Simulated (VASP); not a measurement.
SbTe4Pt3, 8 atoms in the cell. The structure is tetragonal, space group I-42m (No. 121). Conventional cell: a = 6.050 Å, b = 6.050 Å, c = 12.056 Å, α = 90.00°, β = 90.00°, γ = 90.00°. Pt (site symmetry -42m) has 4 Te at 2.61 Å as nearest neighbours. Pt (site symmetry -4) has 4 Te at 2.57 Å as nearest neighbours. Sb (site symmetry -42m) has 4 Te at 2.72 Å as nearest neighbours. Te (site symmetry m) is surrounded by 3 Pt at 2.57 to 2.61 Å and 1 Sb at 2.72 Å. The cell was built by a generator and needn't be a form met in nature.

- Program: VASP 6.6.1
- Task: single point
- Functional: PBE
- Potentials or basis: VASP PAW PBE potentials, release 64 (Pt, Sb, Te)
- Cutoff: 520 eV
- k mesh: 4 × 4 × 4
- Occupations: fermi-dirac, width 0.1 eV
- Spin: non-collinear spin, zero start, spin-orbit coupling
- Starting moments: [[0.0, 0.0, 0.0], [0.0, 0.0, 0.0], [0.0, 0.0, 0.0], [0.0, 0.0, 0.0], [0.0, 0.0, 0.0], [0.0, 0.0, 0.0], [0.0, 0.0, 0.0], [0.0, 0.0, 0.0]] μB
- Dipole correction: no
- Further INCAR settings: ALGO = Normal; EDIFF = 1e-06; NBANDS = 77

Potentials or basis: VASP PAW PBE potentials, release 64 (Pt, Sb, Te).

Run with:

```bash
$ cat potpaw_PBE.64/Pt/POTCAR potpaw_PBE.64/Sb/POTCAR potpaw_PBE.64/Te/POTCAR > POTCAR
$ mpirun -np 1 vasp_ncl > vasp.out
```

Hardware: 1 thread of Intel(R) Xeon(R) Platinum 8488C (Sapphire Rapids), with other jobs on the host.

Problem. Estimate the wall time of this run.

Solution. It took 12 min on 1 thread of Intel(R) Xeon(R) Platinum 8488C (Sapphire Rapids) (shared host), peak memory 1.1 GiB. Counts: scf iterations 15, k points 16.
